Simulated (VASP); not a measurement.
All values below come from RPBE GGA, VASP's PBE PAW potentials (set 64) (plane waves; VASP).

VASP input:

File KPOINTS:
```
k-points along high-symmetry lines
15
Line-mode
Reciprocal
  0.000000   0.000000   0.000000 ! GAMMA
  0.000000   0.500000   0.000000 ! X

  0.000000   0.500000   0.000000 ! X
  0.500000   0.500000   0.000000 ! M

  0.500000   0.500000   0.000000 ! M
  0.000000   0.000000   0.000000 ! GAMMA

  0.000000   0.000000   0.000000 ! GAMMA
  0.500000   0.500000   0.500000 ! R

  0.500000   0.500000   0.500000 ! R
  0.000000   0.500000   0.000000 ! X

  0.500000   0.500000   0.500000 ! R
  0.500000   0.500000   0.000000 ! M
```

### POSCAR
```
CsPbBr3
1
    6.1395632188     0.0000000000     0.0000000000
    0.0000000000     6.1395632188     0.0000000000
    0.0000000000     0.0000000000     6.1395632188
Cs Pb Br
1 1 3
Direct
  0.0000000000   0.0000000000   0.0000000000
  0.5000000000   0.5000000000   0.5000000000
  0.5000000000   0.0000000000   0.5000000000
  0.0000000000   0.5000000000   0.5000000000
  0.5000000000   0.5000000000   0.0000000000
```

### INCAR
```
ALGO = Normal
EDIFF = 1E-7
ENCUT = 520
GGA = RP
ICHARG = 11
ISMEAR = 0
LASPH = .TRUE.
LCHARG = .FALSE.
LMAXMIX = 4
LORBIT = 11
LREAL = .FALSE.
LWAVE = .FALSE.
NELM = 100
PREC = Accurate
SIGMA = 0.05
SYSTEM = CsPbBr3
```

POTCAR, in this order: Cs_sv Pb_d Br (PBE.64 set). Program: vasp_std. Read from the step before: CHGCAR.

What VASP printed:

File OUTCAR:
```
 ion  position               nearest neighbor table
   1  0.000  0.000  0.000-
   2  0.500  0.500  0.500-   3 3.07   4 3.07   5 3.07   5 3.07   3 3.07   4 3.07
   3  0.500  0.000  0.500-   2 3.07   2 3.07
   4  0.000  0.500  0.500-   2 3.07   2 3.07
   5  0.500  0.500  0.000-   2 3.07   2 3.07
  LATTYP: Found a simple cubic cell.
 ALAT       =     6.1395632188
 Subroutine PRICEL returns:
 Original cell was already a primitive cell.
 Subroutine GETGRP returns: Found 48 space group operations
The static configuration has the point symmetry O_h .
The dynamic configuration has the point symmetry O_h .
 Subroutine INISYM returns: Found 48 space group operations
   k-points           NKPTS =     90   k-points in BZ     NKDIM =     90   number of bands    NBANDS=     26
   number of dos      NEDOS =    301   number of ions     NIONS =      5
   total plane-waves  NPLWV = 110592
   dimension x,y,z NGX =    48 NGY =   48 NGZ =   48
   dimension x,y,z NGXF=    96 NGYF=   96 NGZF=   96
   ions per type =               1   1   3
   PREC   = accura    normal or accurate (medium, high low for compatibility)
   ISTART =      0    job   : 0-new  1-cont  2-samecut
   ICHARG =     11    charge: 1-file 2-atom 10-const
   ISPIN  =      1    spin polarized calculation?
   LNONCOLLINEAR =      F non collinear calculations
   LSORBIT =      F    spin-orbit coupling
   INIWAV =      1    electr: 0-lowe 1-rand  2-diag
   ENCUT  =  520.0 eV  38.22 Ry    6.18 a.u.  11.42 11.42 11.42*2*pi/ulx,y,z
   NELM   =    100;   NELMIN=  2; NELMDL= -5     # of ELM steps
   EDIFF  = 0.1E-06   stopping-criterion for ELM
   LREAL  =      F    real-space projection
   NLSPLINE    = F    spline interpolate recip. space projectors
   LMAXMIX     =    4 max onsite mixed and CHGCAR
   VOSKOWN=      0    Vosko Wilk Nusair interpolation
   EDIFFG = 0.1E-05   stopping-criterion for IOM
   NSW    =      0    number of steps for IOM
   NBLOCK =      1;   KBLOCK =      1    inner block; outer block
   IBRION =     -1    ionic relax: 0-MD 1-quasi-New 2-CG
   NFREE  =      0    steps in history (QN), initial steepest desc. (CG)
   ISIF   =      2    stress and relaxation
   ISYM   =      2    0-nonsym 1-usesym 2-fastsym
   TEIN   =    0.0    initial temperature
   TEBEG  =    0.0;   TEEND  =   0.0 temperature during run
   SMASS  =  -3.00    Nose mass-parameter (am)
   PSTRESS=    0.0 pullay stress
   NELECT =      44.0000    total number of electrons
   EFERMI =   0.00;   METHOD = LEGACY
   ISMEAR =     0;   SIGMA  =   0.05  broadening in eV -4-tet -1-fermi 0-gaus
   IALGO  =     38    algorithm
   LDIAG  =      T    sub-space diagonalisation (order eigenvalues)
   IMIX   =      4    mixing-type and parameters
     AMIX     =   0.40;   BMIX     =  1.00
     AMIX_MAG =   1.60;   BMIX_MAG =  1.00
     AMIN     =   0.10
   GGA     = RP    functional components
   VOSKOWN =     0    Vosko Wilk Nusair interpolation
   LHFCALC =     F    Hartree Fock is set to
   LHFONE  =     F    Hartree Fock one center treatment
   AEXX    =    0.0000 exact exchange contribution
   IVDW    =     0    specifies the selected vdW correction
   LEPSILON=     F    determine dielectric tensor
   LRPA    =     F    only Hartree local field effects (RPA)
  energy-cutoff  :      520.00
  volume of cell :      231.43
      direct lattice vectors                 reciprocal lattice vectors
     6.139563219  0.000000000  0.000000000     0.162878036  0.000000000  0.000000000
     0.000000000  6.139563219  0.000000000     0.000000000  0.162878036  0.000000000
     0.000000000  0.000000000  6.139563219     0.000000000  0.000000000  0.162878036
 k-point     1 :   0.0000 0.0000 0.0000  plane waves:    6235
 k-point     2 :   0.0000 0.0357 0.0000  plane waves:    6231
 k-point     3 :   0.0000 0.0714 0.0000  plane waves:    6243
 k-point     4 :   0.0000 0.1071 0.0000  plane waves:    6231
 k-point     5 :   0.0000 0.1429 0.0000  plane waves:    6231
 k-point     6 :   0.0000 0.1786 0.0000  plane waves:    6235
 k-point     7 :   0.0000 0.2143 0.0000  plane waves:    6235
...
```

### OSZICAR
```
       N       E                     dE             d eps       ncg     rms          rms(c)
DAV:   1     0.396082820474E+03    0.39608E+03   -0.18553E+04  4680   0.146E+03
DAV:   2     0.337462687901E+02   -0.36234E+03   -0.35602E+03  5904   0.320E+02
DAV:   3    -0.126861348049E+02   -0.46432E+02   -0.46008E+02  5686   0.129E+02
DAV:   4    -0.144801895392E+02   -0.17941E+01   -0.17900E+01  5668   0.337E+01
DAV:   5    -0.145447061423E+02   -0.64517E-01   -0.64466E-01  5968   0.540E+00
DAV:   6    -0.145475617296E+02   -0.28556E-02   -0.28551E-02  6192   0.121E+00
DAV:   7    -0.145476722724E+02   -0.11054E-03   -0.11054E-03  6152   0.192E-01
DAV:   8    -0.145476757966E+02   -0.35242E-05   -0.35242E-05  6826   0.379E-02
DAV:   9    -0.145476758494E+02   -0.52767E-07   -0.52774E-07  5078   0.296E-03
   1 F= -.14547676E+02 E0= -.14547676E+02  d E =-.216990E-16
```

### OUTCAR
```
 val. band max:        0.0256713264   @ k =   0.5000   0.5000   0.5000

 cond. band min:       2.1178009843   @ k =   0.5000   0.5000   0.5000



 k-point     1 :       0.0000    0.0000    0.0000
  band No.  band energies     occupation
      1     -21.0273      2.00000
      2     -16.5180      2.00000
      3     -16.5180      2.00000
      4     -16.4582      2.00000
      5     -16.4582      2.00000
      6     -16.4582      2.00000
      7     -13.7154      2.00000
      8     -13.2774      2.00000
      9     -13.2774      2.00000
     10      -7.8105      2.00000
     11      -7.8105      2.00000
     12      -7.8105      2.00000
     13      -6.6470      2.00000
     14      -3.1605      2.00000
     15      -3.1605      2.00000
     16      -3.1605      2.00000
     17      -1.3009      2.00000
     18      -1.3009      2.00000
     19      -1.3009      2.00000
     20      -1.2390      2.00000
     21      -1.2390      2.00000
     22      -1.2390      2.00000
     23       3.8624      0.00000
     24       5.0710      0.00000
     25       5.0710      0.00000
     26       5.7534      0.00000

 k-point     2 :       0.0000    0.0357    0.0000
  band No.  band energies     occupation
      1     -21.0273      2.00000
      2     -16.5180      2.00000
      3     -16.5177      2.00000
      4     -16.4582      2.00000
      5     -16.4582      2.00000
      6     -16.4582      2.00000
      7     -13.7145      2.00000
      8     -13.2789      2.00000
      9     -13.2774      2.00000
     10      -7.8104      2.00000
     11      -7.8104      2.00000
     12      -7.8104      2.00000
     13      -6.6548      2.00000
     14      -3.1596      2.00000
     15      -3.1596      2.00000
     16      -3.1420      2.00000
     17      -1.3020      2.00000
     18      -1.3020      2.00000
     19      -1.3020      2.00000
     20      -1.2402      2.00000
     21      -1.2401      2.00000
     22      -1.2401      2.00000
     23       3.8727      0.00000
...
```

The density is held fixed in this step, so its total energy and stress have no physical meaning. Unless said otherwise, spin-orbit coupling is left out, though it shifts the bands of the heavy elements here.

The compound is CsPbBr3 in the cubic perovskite structure, the ideal cubic form; the compound distorts at low or room temperature. It was relaxed first, which changed the volume by +14 %.
